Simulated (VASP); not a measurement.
An input for Quantum ESPRESSO's pw.x (written as the equivalent of a VASP run, and not itself run):

```
&CONTROL
  calculation = 'scf'
  pseudo_dir = './pseudo'
  outdir = './out'
  tprnfor = .true.
  tstress = .true.
/
&SYSTEM
  ibrav = 0
  nat = 5
  ntyp = 3
  ecutwfc = 84
  occupations = 'smearing'
  smearing = 'gaussian'
  degauss = 0.003675
  input_dft = 'rpbe'
/
&ELECTRONS
  conv_thr = 7.3e-09
  electron_maxstep = 100
/
ATOMIC_SPECIES
  K 39.098 K.upf
  Zn 65.380 Zn.upf
  F 18.998 F.upf
CELL_PARAMETERS angstrom
     4.1241211    0.0000000    0.0000000
     0.0000000    4.1241211    0.0000000
     0.0000000    0.0000000    4.1241211
ATOMIC_POSITIONS crystal
  K    0.0000000  0.0000000  0.0000000
  Zn   0.5000000  0.5000000  0.5000000
  F    0.5000000  0.0000000  0.5000000
  F    0.0000000  0.5000000  0.5000000
  F    0.5000000  0.5000000  0.0000000
K_POINTS automatic
  5 5 5 0 0 0
```

Problem. Translate this input to VASP (INCAR, KPOINTS, POSCAR, choice of POTCAR).

Solution. Several could match; the one computed here: 
File KPOINTS:
```
Automatic mesh
0
Gamma
  5 5 5
0 0 0
```

**POSCAR**
```
KZnF3
1
    4.1241210889     0.0000000000     0.0000000000
    0.0000000000     4.1241210889     0.0000000000
    0.0000000000     0.0000000000     4.1241210889
K Zn F
1 1 3
Direct
  0.0000000000   0.0000000000   0.0000000000
  0.5000000000   0.5000000000   0.5000000000
  0.5000000000   0.0000000000   0.5000000000
  0.0000000000   0.5000000000   0.5000000000
  0.5000000000   0.5000000000   0.0000000000
```

INCAR:
```
SYSTEM = KZnF3
PREC = Accurate
ENCUT = 520
EDIFF = 1E-7
NELM = 100
ALGO = Normal
LREAL = .FALSE.
LASPH = .TRUE.
ISMEAR = 0
SIGMA = 0.05
GGA = RP
LMAXMIX = 4
LWAVE = .FALSE.
LCHARG = .FALSE.
ISIF = 2
```

POTCAR, in this order: K_sv Zn F (PBE.64 set). Program: vasp_std.

What does not carry over: the potentials are each code's own (VASP's PAW set, PseudoDojo norm-conserving files in pw.x), so ENCUT and ecutwfc are chosen apart and not converted; conv_thr bounds pw.x's estimated SCF error, while EDIFF bounds the energy change between steps.

The compound is KZnF3 in the cubic perovskite structure. This cell is one point of a volume scan, at 0.94 of the reference volume.
